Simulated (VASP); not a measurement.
Level of theory: LDA (Ceperley-Alder, Perdew-Zunger), VASP's LDA PAW potentials (set 64) (plane waves; VASP).

VASP input:

### KPOINTS
```
Automatic mesh
0
Gamma
7 7 7
0 0 0
```

**POSCAR**
```
SrCl2
4.818040
  0.0000000000   0.7071067612   0.7071067612
  0.7071067612   0.0000000000   0.7071067612
  0.7071067612   0.7071067612   0.0000000000
Sr Cl
1 2
Cart
  0.0000000000   0.0000000000   0.0000000000
  0.3535533806   0.3535533806   0.3535533806
  1.0606601418   1.0606601418   1.0606601418
```

INCAR:
```
! general
SYSTEM  = SrCl2
PREC    = Accurate
ENCUT   = 400
LREAL   = F
LASPH   = T
NBANDS  = 48

! electronic loop
EDIFF   = 1E-7
NELM    = 100
ALGO    = Normal
LMAXMIX = 4

! smearing
ISMEAR  = 0
SIGMA   = 0.01

! output
LWAVE   = F
LCHARG  = F
NEDOS   = 1001

! other
LOPTICS = T
CSHIFT  = 0.1
```

POTCAR, in this order: Sr_sv Cl (LDA.64 set). Program: vasp_std.

What VASP printed:

OSZICAR:
```
       N       E                     dE             d eps       ncg     rms          rms(c)
DAV:   1     0.107428601547E+03    0.10743E+03   -0.83743E+03  1928   0.370E+02
DAV:   2    -0.964095413868E+01   -0.11707E+03   -0.11178E+03  2376   0.117E+02
DAV:   3    -0.142806515982E+02   -0.46397E+01   -0.45847E+01  2472   0.200E+01
DAV:   4    -0.143862631141E+02   -0.10561E+00   -0.10552E+00  2464   0.256E+00
DAV:   5    -0.143877295109E+02   -0.14664E-02   -0.14663E-02  2352   0.264E-01    0.165E+01
DAV:   6    -0.141122883358E+02    0.27544E+00   -0.15421E-01  2240   0.153E+00    0.103E+01
DAV:   7    -0.140819844812E+02    0.30304E-01   -0.13016E-01  2600   0.129E+00    0.153E+00
DAV:   8    -0.140754297990E+02    0.65547E-02   -0.18005E-02  2144   0.426E-01    0.268E-01
DAV:   9    -0.140757183428E+02   -0.28854E-03   -0.11765E-03  2376   0.111E-01    0.898E-02
DAV:  10    -0.140758567527E+02   -0.13841E-03   -0.64165E-05  2232   0.214E-02    0.334E-02
DAV:  11    -0.140758948748E+02   -0.38122E-04   -0.10944E-05  2280   0.116E-02    0.162E-02
DAV:  12    -0.140758957950E+02   -0.92027E-06   -0.16973E-06  2576   0.404E-03    0.695E-03
DAV:  13    -0.140758964430E+02   -0.64802E-06   -0.21730E-07  2248   0.130E-03    0.137E-03
DAV:  14    -0.140758964510E+02   -0.80020E-08   -0.35223E-08  2168   0.540E-04
   1 F= -.14075896E+02 E0= -.14075896E+02  d E =-.534603E-26
 imaginary and real dielectric function
```

**OUTCAR**
```
------------------------ aborting loop because EDIFF is reached ----------------------------------------
  FORCE on cell =-STRESS in cart. coord.  units (eV):
  Direction    XX          YY          ZZ          XY          YZ          ZX
  --------------------------------------------------------------------------------------
  Total       -0.0567662     -0.0567662     -0.0567662     -0.0000000      0.0000000      0.0000000
  in kB       -1.1500168     -1.1500168     -1.1500168     -0.0000000      0.0000000      0.0000000
  external PRESSURE =      -1.1500168 kB  Pullay stress =       0.0000000 kB
  volume of cell :       79.09
      direct lattice vectors                 reciprocal lattice vectors
     0.000000000  3.406868660  3.406868660    -0.146762335  0.146762335  0.146762335
     3.406868660  0.000000000  3.406868660     0.146762335 -0.146762335  0.146762335
     3.406868660  3.406868660  0.000000000     0.146762335  0.146762335 -0.146762335
 POSITION                                       TOTAL-FORCE (eV/Angst)
 -----------------------------------------------------------------------------------
      0.00000      0.00000      0.00000        -0.000000     -0.000000     -0.000000
      1.70343      1.70343      1.70343        -0.000000      0.000000      0.000000
      5.11030      5.11030      5.11030         0.000000      0.000000      0.000000
 -----------------------------------------------------------------------------------
    total drift:                                0.000000     -0.000000      0.000000
  FREE ENERGIE OF THE ION-ELECTRON SYSTEM (eV)
  ---------------------------------------------------
  free  energy   TOTEN  =       -14.0758964510 eV

  energy  without entropy=      -14.0758964510  energy(sigma->0) =      -14.07589645

 plasma frequency squared (from intraband transitions) (eV^2)
  --------------------------------------------------------------------------------------
       0.000       0.000       0.000
       0.000       0.000       0.000
       0.000       0.000       0.000

 plasma frequency squared (from interband transitions, int dw w eps(2)(w)) (eV^2)
  --------------------------------------------------------------------------------------
     361.275       0.000       0.000      -0.000       0.000      -0.000
       0.000       0.000     361.275       0.000       0.000       0.000
       0.000       0.000       0.000      -0.000     361.275       0.000
```
(Selected blocks of OUTCAR.)

**OUTCAR**
```
 val. band max:        0.4156329938   @ k =  -0.4286   0.4286   0.0000

 cond. band min:       5.6093397380   @ k =   0.0000   0.0000   0.0000


 Fermi energy:         0.4877184179

 k-point     1 :       0.0000    0.0000    0.0000
  band No.  band energies     occupation
      1     -32.0297      2.00000
      2     -14.1650      2.00000
      3     -14.1650      2.00000
      4     -14.1650      2.00000
      5     -13.0160      2.00000
      6     -11.9742      2.00000
      7      -2.0003      2.00000
      8      -2.0003      2.00000
      9      -2.0003      2.00000
     10       0.0799      2.00000
     11       0.0799      2.00000
     12       0.0799      2.00000
     13       5.6093      0.00000
     14       6.2260      0.00000
     15       6.2260      0.00000
     16       9.2786      0.00000
     17       9.2786      0.00000
     18       9.2786      0.00000
     19      10.0740      0.00000
     20      10.0740      0.00000
     21      10.0740      0.00000
     22      14.1191      0.00000
     23      14.5741      0.00000
     24      14.5741      0.00000
     25      17.6341      0.00000
     26      17.6341      0.00000
     27      17.6341      0.00000
     28      19.1793      0.00000
     29      19.1793      0.00000
     30      19.1793      0.00000
     31      20.5120      0.00000
     32      20.5120      0.00000
     33      21.7956      0.00000
     34      21.7956      0.00000
     35      21.7956      0.00000
     36      22.1024      0.00000
     37      22.1024      0.00000
     38      22.1024      0.00000
     39      24.4499      0.00000
     40      25.4733      0.00000
     41      25.4733      0.00000
     42      25.4733      0.00000
     43      26.1204      0.00000
     44      26.1204      0.00000
     45      26.6729      0.00000
     46      31.5707      0.00000
     47      31.5707      0.00000
     48      31.5709      0.00000

 k-point     2 :       0.1429    0.0000    0.0000
  band No.  band energies     occupation
...
```

The compound is SrCl2 in the fluorite structure. It was relaxed first, which changed the volume by -7 %.
